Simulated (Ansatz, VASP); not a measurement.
**Zr23Si7O60 (undercooled, nearly rigid 77ZrO2-23SiO2 (mol %) at 1800 K) in two plane-wave programs**

Aim: how closely do two programs agree when they are given the same cell, functional and k mesh? The structure shown is the start of the Ansatz relaxation below; VASP solves that cell, so the two are compared at the walk's first step.

Calculated with Ansatz 0.2.0; plane waves, with VASP 6.6.1 beside it; single point at PBE.

## (1) Set-up

The cell holds 90 atoms: 23 Zr, 7 Si and 60 O. Cell: a = 10.716 Å, b = 10.716 Å, c = 10.716 Å, α = 90.0°, β = 90.0°, γ = 90.0°. As first built, before any earlier steps moved the atoms (in the runner's words): 90 atoms (23 Zr, 7 Si, 60 O) placed at random at 4.39 g/cm^3, melted at 4000 K for 10 ps at fixed volume with the Morse and Coulomb pair potential with partial charges (Pedone, Malavasi, Menziani, Cormack and Segre, J. Phys. Chem. B 110, 11780 (2006)). Snapshot at the end of a hold of 10 ps at 1800 K and fixed volume. The cell carries charge −1.

## (2) Ansatz: relaxation, PBE

Ansatz runs on its PAW soft_1 files.

The two programs are compared at the cell with which this relaxation starts, whose forces are those of its first step.

The input, input.yaml:

```yaml
crystal:
  lattice:
    - [10.716, 0.0, 0.0]
    - [0.0, 10.716, 0.0]
    - [0.0, 0.0, 10.716]
  atoms:
    - { symbol: Zr, position: [0.18174, 0.82742, 0.31939] }
    - { symbol: Zr, position: [0.99405, 0.33526, 0.42042] }
    - { symbol: Zr, position: [0.29741, 0.66075, 0.62771] }
    - { symbol: Zr, position: [0.4718, 0.80119, 0.40414] }
    - { symbol: Zr, position: [0.11564, 0.12127, 0.21606] }
    - { symbol: Zr, position: [0.69274, 0.71711, 0.63108] }
    - { symbol: Zr, position: [0.4671, 0.7498, 0.85089] }
    - { symbol: Zr, position: [0.99926, 0.48109, 0.72231] }
    - { symbol: Zr, position: [0.9782, 0.81798, 0.71677] }
    - { symbol: Zr, position: [0.97809, 0.88345, 0.04293] }
    - { symbol: Zr, position: [0.71041, 0.94124, 0.85191] }
    - { symbol: Zr, position: [0.39784, 0.56374, 0.17187] }
    - { symbol: Zr, position: [0.43562, 0.00348, 0.11461] }
    - { symbol: Zr, position: [0.4325, 0.10742, 0.59164] }
    - { symbol: Zr, position: [0.82536, 0.16401, 0.6726] }
    - { symbol: Zr, position: [0.23073, 0.00038, 0.82176] }
    - { symbol: Zr, position: [0.8555, 0.73303, 0.37505] }
    - { symbol: Zr, position: [0.51697, 0.23719, 0.86621] }
    - { symbol: Zr, position: [0.09066, 0.56674, 0.1584] }
    - { symbol: Zr, position: [0.63952, 0.75718, 0.11744] }
    - { symbol: Zr, position: [0.02145, 0.27502, 0.95135] }
    - { symbol: Zr, position: [0.81598, 0.47334, 0.13553] }
    - { symbol: Zr, position: [0.69498, 0.00044, 0.37724] }
    - { symbol: Si, position: [0.44661, 0.37972, 0.54486] }
    - { symbol: Si, position: [0.27758, 0.469, 0.8961] }
    - { symbol: Si, position: [0.11362, 0.05906, 0.54066] }
    - { symbol: Si, position: [0.69803, 0.5179, 0.8482] }
    - { symbol: Si, position: [0.71433, 0.44431, 0.43313] }
    - { symbol: Si, position: [0.32507, 0.26958, 0.31054] }
    - { symbol: Si, position: [0.84466, 0.16746, 0.16754] }
    - { symbol: O, position: [0.8043, 0.78182, 0.7889] }
    - { symbol: O, position: [0.00177, 0.16347, 0.54771] }
    - { symbol: O, position: [0.05571, 0.44039, 0.55692] }
    - { symbol: O, position: [0.83053, 0.28754, 0.07375] }
    - { symbol: O, position: [0.67687, 0.12668, 0.79862] }
    - { symbol: O, position: [0.92281, 0.30275, 0.77873] }
    - { symbol: O, position: [0.35196, 0.87351, 0.25698] }
    - { symbol: O, position: [0.553, 0.87801, 0.97223] }
    - { symbol: O, position: [0.48196, 0.69835, 0.5751] }
    - { symbol: O, position: [0.96913, 0.46418, 0.27688] }
    - { symbol: O, position: [0.48216, 0.28377, 0.65936] }
    - { symbol: O, position: [0.32886, 0.1363, 0.2335] }
    - { symbol: O, position: [0.66415, 0.81439, 0.4563] }
    - { symbol: O, position: [0.40441, 0.26142, 0.44576] }
    - { symbol: O, position: [0.06715, 0.88366, 0.88264] }
    - { symbol: O, position: [0.0192, 0.70837, 0.07623] }
    - { symbol: O, position: [0.32099, 0.81801, 0.7534] }
    - { symbol: O, position: [0.85083, 0.91151, 0.32596] }
    - { symbol: O, position: [0.08749, 0.65664, 0.70158] }
    - { symbol: O, position: [0.58996, 0.85801, 0.73209] }
    - { symbol: O, position: [0.48734, 0.6589, 0.02916] }
    - { symbol: O, position: [0.14089, 0.41799, 0.84197] }
    - { symbol: O, position: [0.72627, 0.5651, 0.99224] }
    - { symbol: O, position: [0.94164, 0.08449, 0.07651] }
    - { symbol: O, position: [0.2491, 0.52404, 0.03837] }
    - { symbol: O, position: [0.87298, 0.0038, 0.74635] }
    - { symbol: O, position: [0.51632, 0.14372, 0.02658] }
    - { symbol: O, position: [0.58391, 0.90392, 0.22493] }
    - { symbol: O, position: [0.33828, 0.48124, 0.56592] }
    - { symbol: O, position: [0.75692, 0.58528, 0.47583] }
    - { symbol: O, position: [0.37622, 0.35563, 0.90557] }
    - { symbol: O, position: [0.81541, 0.53736, 0.74798] }
    - { symbol: O, position: [0.03415, 0.70567, 0.32801] }
    - { symbol: O, position: [0.13776, 0.25298, 0.09303] }
    - { symbol: O, position: [0.38161, 0.39014, 0.24108] }
    - { symbol: O, position: [0.1131, 0.93596, 0.16935] }
    - { symbol: O, position: [0.17513, 0.27531, 0.34908] }
    - { symbol: O, position: [0.24982, 0.64199, 0.24582] }
    - { symbol: O, position: [0.71914, 0.10337, 0.52975] }
    - { symbol: O, position: [0.52114, 0.6656, 0.27201] }
    - { symbol: O, position: [0.27713, 0.77544, 0.4765] }
    - { symbol: O, position: [0.12978, 0.00591, 0.39802] }
    - { symbol: O, position: [0.33395, 0.58627, 0.81332] }
    - { symbol: O, position: [0.81578, 0.34505, 0.49436] }
    - { symbol: O, position: [0.71802, 0.11922, 0.22896] }
    - { symbol: O, position: [0.78685, 0.87212, 0.02455] }
    - { symbol: O, position: [0.94591, 0.19353, 0.28363] }
    - { symbol: O, position: [0.78002, 0.66406, 0.20871] }
    - { symbol: O, position: [0.64429, 0.37793, 0.85672] }
    - { symbol: O, position: [0.70975, 0.42184, 0.28249] }
    - { symbol: O, position: [0.09798, 0.94339, 0.63933] }
    - { symbol: O, position: [0.87683, 0.77092, 0.5643] }
    - { symbol: O, position: [0.57455, 0.43513, 0.49133] }
    - { symbol: O, position: [0.49411, 0.98939, 0.45899] }
    - { symbol: O, position: [0.3082, 0.96516, 0.98872] }
    - { symbol: O, position: [0.98344, 0.46378, 0.0307] }
    - { symbol: O, position: [0.24962, 0.10892, 0.5914] }
    - { symbol: O, position: [0.59758, 0.61737, 0.78374] }
    - { symbol: O, position: [0.41145, 0.08149, 0.77674] }
    - { symbol: O, position: [0.125, 0.14201, 0.86248] }
total_charge: -1
kpoints:
  mp_grid: { grid: [1, 1, 1] }
hamiltonian:
  xc: pbe
  pseudopotentials: { kind: paw, azcp: { folder: soft_1 } }
scf:
  occupations: { method: fermi_dirac, width: 0.01 }
  lower_state_search: "off"
output:
  forces: true
magnetization:
  spin_polarized: true
  initial_magnetization: 1
relax:
  f_tol: 0.05
  max_steps: 90
```

The run is started by

```console
$ ansatz run input.yaml --threads 4 --pin off --max-ram 8192MiB --backend cpu --events-out ev --progress --plain --runs-dir out
```

Numbers of over 12 decimals in the logs are rounded to 6 here.

What it wrote:

```text
Engine: ansatz 0.2.0, aarch64-unknown-linux-gnu
Pseudopotentials: kind: paw
Pseudopotential: Zr, paw, valence charge 12, recommended cutoff 420 eV (normal), soft_1/Zr.paw.azcp
Pseudopotential: Si, paw, valence charge 4, recommended cutoff 420 eV (normal), soft_1/Si.paw.azcp
Pseudopotential: O, paw, valence charge 6, recommended cutoff 420 eV (normal), soft_1/O.paw.azcp
Functional definition: PBE
  parameter kappa = 0.804
  parameter beta = 0.066725
  exchange = pbe_x(kappa = kappa, mu = beta*pi^2/3)
  correlation = pbe_c(beta = beta)
Crystal: 90 atoms, lattice volume = 1230.547 Å³
Basis set: ecut = 420 eV, 23871 PW (Γ), exchange–correlation on 144×144×144 points (8 copies of the dense FFT grid, shifted against one another)
Bands: 423, of which v1, the nominal top of the filled ones, is band 333 counted from 1 (332 counted from 0)
Symmetry: 1 space group operations
Space group: P1 (ITA 1), of the structure as read, at distance tolerance 1.1e-4 Å
Magnetic group: BNS 1.1 (UNI 1), of the structure as read, at distance tolerance 1.1e-4 Å
k-points: 1
Non-local potential: Zr, projectors of the file, l = 0: 3, l = 1: 2, l = 2: 2, l = 3: 1
Non-local potential: Si, projectors of the file, l = 0: 2, l = 1: 2, l = 2: 1
Non-local potential: O, projectors of the file, l = 0: 2, l = 1: 2, l = 2: 1
PAW form: soft (Blöchl's): semilocal exchange-correlation on the pseudo side does not see the compensation charge
PAW one-centre angular grid: Zr, 590 points (default); XC on 64 Gauss nodes
PAW one-centre angular grid: Si, 110 points (default); XC on 64 Gauss nodes
PAW one-centre angular grid: O, 110 points (default); XC on 64 Gauss nodes
Initial density: superposition of atomic densities (chi_scale 0.1, normalization cell, long waves kept (reshape's long-wave potential 0.95 eV rms))
Starting moments: Σ|m| = 1 μB on 90 of 90 sites
Initial wavefunctions: pseudopotential atomic-orbital guess
Functional: x = pbe(κ = 0.804, μ = 0.219515), c = pbe(β = 0.066725)
SCF iter   1: F=—  HF=-134873.823661 eV  |F-HF|=—  |Δ(HF+E_count)|=         —  Δρ=3.24e-2 (↑3.23e-2 ↓3.24e-2)  dr2=1.09e2  dr2_m=8.62e-2  M=1.000 μB ∫|m|=1.053 μB  β_m=1.00  ethr=3.10e-3  ⟨swp⟩=6.0  Hψ=2908  notcnv=0  defer=142
preconditioner: auto → Resta (q_TF=auto, 2.462 Å⁻¹)  ε∞=5.5  [insulator: Δε(μ)=0.179 eV  Ē_g=10.934 eV  σ=0.010 eV  W_gap=1.00  n_scr=304 (ndim 8)  ℏωp=23.2 eV  f_vac=0.025  D(μ)=0.03/eV (n_scr^D=0)  ε∞_Penn≈5.5]
spin=Collinear: Resta preconditioning applied to the charge; magnetization (m = ρ↑ − ρ↓) channel mixes plain (no charge-response kernel on spin).
SCF iter   2: F=—  HF=-134860.251154 eV  |F-HF|=—  |Δ(HF+E_count)|=         —  Δρ=2.21e-2 (↑2.21e-2 ↓2.21e-2)  dr2=5.27e1  dr2_m=1.07e-2  M=1.000 μB ∫|m|=1.082 μB  β_m=0.30  ethr=3.10e-3  ⟨swp⟩=2.0  Hψ=1351  notcnv=0  defer=165
Mixer restart at iter 2: flushing history
SCF iter   3: F=—  HF=-134854.218753 eV  |F-HF|=—  |Δ(HF+E_count)|=    6.03e0  Δρ=1.65e-2 (↑1.65e-2 ↓1.65e-2)  dr2=2.88e1  dr2_m=1.25e-2  M=1.000 μB ∫|m|=1.081 μB  β_m=0.30  ethr=3.10e-3  ⟨swp⟩=2.0  Hψ=989  notcnv=0  defer=165
SCF iter   4: F=—  HF=-134847.786031 eV  |F-HF|=—  |Δ(HF+E_count)|=    6.43e0  Δρ=8.16e-3 (↑8.16e-3 ↓6.65e-3)  dr2=3.44e0  dr2_m=5.52e-2  M=0.194 μB ∫|m|=0.345 μB  β_m=0.30  ethr=3.10e-3  ⟨swp⟩=3.0  Hψ=1468  notcnv=0  defer=152
SCF iter   5: F=—  HF=-134847.689131 eV  |F-HF|=—  |Δ(HF+E_count)|=   9.69e-2  Δρ=6.39e-3 (↑6.39e-3 ↓4.42e-3)  dr2=2.22e0  dr2_m=5.62e-2  M=0.833 μB ∫|m|=0.918 μB  β_m=0.30  ethr=5.17e-4  ⟨swp⟩=3.0  Hψ=1002  notcnv=0  defer=152
SCF iter   6: F=—  HF=-134847.668064 eV  |F-HF|=—  |Δ(HF+E_count)|=   2.11e-2  Δρ=3.26e-3 (↑3.26e-3 ↓2.61e-3)  dr2=8.23e-1  dr2_m=1.39e-2  M=0.945 μB ∫|m|=1.007 μB  β_m=0.30  ethr=3.33e-4  ⟨swp⟩=5.5  Hψ=1074  notcnv=0  defer=152
SCF iter   7: F=—  HF=-134847.671465 eV  |F-HF|=—  |Δ(HF+E_count)|=   3.40e-3  Δρ=2.20e-3 (↑2.20e-3 ↓2.06e-3)  dr2=3.84e-1  dr2_m=5.18e-3  M=0.924 μB ∫|m|=0.987 μB  β_m=0.30  ethr=1.24e-4  ⟨swp⟩=3.5  Hψ=1004  notcnv=0  defer=152
SCF iter   8: F=—  HF=-134847.736776 eV  |F-HF|=—  |Δ(HF+E_count)|=   6.53e-2  Δρ=2.39e-3 (↑2.39e-3 ↓9.31e-4)  dr2=2.95e-1  dr2_m=1.61e-2  M=0.787 μB ∫|m|=0.871 μB  β_m=0.30  ethr=5.77e-5  ⟨swp⟩=6.5  Hψ=1129  notcnv=0  defer=152
SCF iter   9: F=—  HF=-134847.746924 eV  |F-HF|=—  |Δ(HF+E_count)|=   1.01e-2  Δρ=1.74e-3 (↑1.74e-3 ↓8.45e-4)  dr2=1.15e-1  dr2_m=1.13e-2  M=0.988 μB ∫|m|=1.055 μB  β_m=0.30  ethr=4.44e-5  ⟨swp⟩=5.5  Hψ=755  notcnv=0  defer=152
SCF iter  10: F=—  HF=-134847.776635 eV  |F-HF|=—  |Δ(HF+E_count)|=   2.97e-2  Δρ=1.74e-3 (↑1.74e-3 ↓6.25e-4)  dr2=1.98e-1  dr2_m=6.45e-3  M=0.997 μB ∫|m|=1.067 μB  β_m=0.30  ethr=1.73e-5  ⟨swp⟩=5.0  Hψ=1063  notcnv=0  defer=152
SCF iter  11: F=—  HF=-134847.766873 eV  |F-HF|=—  |Δ(HF+E_count)|=   9.76e-3  Δρ=8.44e-4 (↑8.44e-4 ↓4.87e-4)  dr2=1.68e-2  dr2_m=3.59e-3  M=0.999 μB ∫|m|=1.072 μB  β_m=0.30  ethr=1.73e-5  ⟨swp⟩=5.0  Hψ=1221  notcnv=0  defer=152
[...]
atom  69  O     -0.01805865     0.00099183     0.00764442
  atom  70  O     -0.00529140    -0.00113490    -0.00645381
  atom  71  O      0.00542147     0.01534282    -0.01085015
  atom  72  O     -0.00004990     0.00096822    -0.00507173
  atom  73  O      0.00181097    -0.01787465     0.01149481
  atom  74  O      0.00031391    -0.00317153    -0.00332577
  atom  75  O     -0.00344807     0.00270338     0.01533872
  atom  76  O      0.01643425    -0.00381246     0.00612135
  atom  77  O      0.00491265    -0.00044741     0.00682565
  atom  78  O     -0.00324672    -0.00483729    -0.00332969
  atom  79  O      0.00241146    -0.00646117    -0.00664599
  atom  80  O      0.01460308     0.00029314     0.02064584
  atom  81  O     -0.01161971    -0.00820727     0.01994872
  atom  82  O     -0.00628659     0.00641189     0.00649728
  atom  83  O     -0.00537679     0.03145892     0.00556533
  atom  84  O      0.00255510    -0.01616521    -0.00620553
  atom  85  O      0.00496641     0.00203226     0.00889410
  atom  86  O     -0.00636423    -0.00284358     0.00240119
  atom  87  O      0.00443296     0.00789702     0.00167942
  atom  88  O      0.00646141     0.00096719     0.00480786
  atom  89  O     -0.00121926    -0.00201832    -0.00299547
  atom  90  O     -0.00355537     0.00403617     0.00638170
  max |Σ_I F_I| component: 9.05e-5 eV/Å
--- Relaxed structure (14 steps of the walk, 10 accepted, 0 SCFs on fresh bases) ---
  F+E_penalty+E_count = -134848.11426608 eV   max|allowed force component| = 3.534e-2 eV/Å
  atoms:
    - { symbol: Zr, position: [0.179433, 0.823671, 0.315703] }
    - { symbol: Zr, position: [0.996997, 0.333436, 0.423401] }
    - { symbol: Zr, position: [0.302088, 0.659578, 0.623763] }
    - { symbol: Zr, position: [0.471046, 0.801381, 0.399307] }
    - { symbol: Zr, position: [0.115417, 0.121101, 0.217586] }
    - { symbol: Zr, position: [0.692359, 0.718707, 0.631652] }
    - { symbol: Zr, position: [0.464967, 0.751792, 0.850611] }
    - { symbol: Zr, position: [0.998836, 0.480192, 0.725769] }
    - { symbol: Zr, position: [0.977672, 0.816915, 0.718862] }
    - { symbol: Zr, position: [0.977660, 0.884910, 0.042146] }
    - { symbol: Zr, position: [0.710230, 0.942427, 0.852038] }
    - { symbol: Zr, position: [0.391726, 0.563520, 0.169622] }
    - { symbol: Zr, position: [0.434582, 0.00130181, 0.112536] }
    - { symbol: Zr, position: [0.435666, 0.105995, 0.593034] }
    - { symbol: Zr, position: [0.826186, 0.164318, 0.671120] }
    - { symbol: Zr, position: [0.229245, 0.00173467, 0.819186] }
    - { symbol: Zr, position: [0.853096, 0.737502, 0.376956] }
    - { symbol: Zr, position: [0.519377, 0.238254, 0.867416] }
    - { symbol: Zr, position: [0.083572, 0.561067, 0.151033] }
    - { symbol: Zr, position: [0.638019, 0.755084, 0.115054] }
    - { symbol: Zr, position: [0.016166, 0.273801, 0.954877] }
    - { symbol: Zr, position: [0.822740, 0.483633, 0.136639] }
    - { symbol: Zr, position: [0.692530, 0.00261312, 0.376406] }
    - { symbol: Si, position: [0.449855, 0.377948, 0.543557] }
    - { symbol: Si, position: [0.277935, 0.467538, 0.891751] }
    - { symbol: Si, position: [0.115401, 0.055695, 0.541014] }
    - { symbol: Si, position: [0.697009, 0.522492, 0.852081] }
    - { symbol: Si, position: [0.718713, 0.444976, 0.435354] }
    - { symbol: Si, position: [0.326242, 0.267387, 0.311058] }
    - { symbol: Si, position: [0.845220, 0.170238, 0.170167] }
    - { symbol: O, position: [0.802838, 0.782027, 0.790677] }
    - { symbol: O, position: [0.00298361, 0.159205, 0.549917] }
    - { symbol: O, position: [0.056908, 0.439666, 0.560560] }
    - { symbol: O, position: [0.836961, 0.289991, 0.076658] }
    - { symbol: O, position: [0.678027, 0.128984, 0.799351] }
    - { symbol: O, position: [0.921145, 0.299706, 0.779321] }
    - { symbol: O, position: [0.351204, 0.873046, 0.254181] }
    - { symbol: O, position: [0.552488, 0.878762, 0.971575] }
    - { symbol: O, position: [0.482476, 0.696878, 0.572700] }
    - { symbol: O, position: [0.981541, 0.452090, 0.278512] }
    - { symbol: O, position: [0.484716, 0.283311, 0.659345] }
    - { symbol: O, position: [0.330339, 0.135672, 0.231660] }
    - { symbol: O, position: [0.662448, 0.815018, 0.455179] }
    - { symbol: O, position: [0.408171, 0.258966, 0.445055] }
    - { symbol: O, position: [0.067425, 0.885016, 0.881316] }
    - { symbol: O, position: [0.017956, 0.712819, 0.075335] }
    - { symbol: O, position: [0.321086, 0.816697, 0.749295] }
    - { symbol: O, position: [0.850347, 0.917018, 0.329818] }
    - { symbol: O, position: [0.082337, 0.655916, 0.705013] }
    - { symbol: O, position: [0.588983, 0.859787, 0.731127] }
    - { symbol: O, position: [0.482372, 0.660506, 0.027774] }
    - { symbol: O, position: [0.143887, 0.414424, 0.836081] }
    - { symbol: O, position: [0.724450, 0.576328, 0.994013] }
    - { symbol: O, position: [0.941475, 0.085569, 0.078679] }
[...]
- { symbol: O, position: [0.577853, 0.433820, 0.491396] }
    - { symbol: O, position: [0.491693, 0.988782, 0.457683] }
    - { symbol: O, position: [0.309251, 0.961040, 0.985393] }
    - { symbol: O, position: [0.983564, 0.461250, 0.015084] }
    - { symbol: O, position: [0.251479, 0.105493, 0.593122] }
    - { symbol: O, position: [0.596037, 0.619339, 0.783851] }
    - { symbol: O, position: [0.413267, 0.081347, 0.777432] }
    - { symbol: O, position: [0.126182, 0.141454, 0.863842] }
```

Reading the cycles: dr2 is the Hartree energy of the density residual (eV), the measure of convergence; HF is the Harris–Foulkes estimate of the energy, which meets the free energy F at convergence.

(Part 1 of 2 ends here.)

[Lines on the potential files, build, host, timing and source positions are cut from VASP's logs without a mark.]

[Logs are printed without paths, hosts, clocks, repeated set-up lines and the standing remarks that a program may print on its own settings, such as how far it seeks lower states.]

[Hosts, paths, dates, database ids (printed as entryN), source tags and the programs' standing remarks are cut or masked in the printed files.]
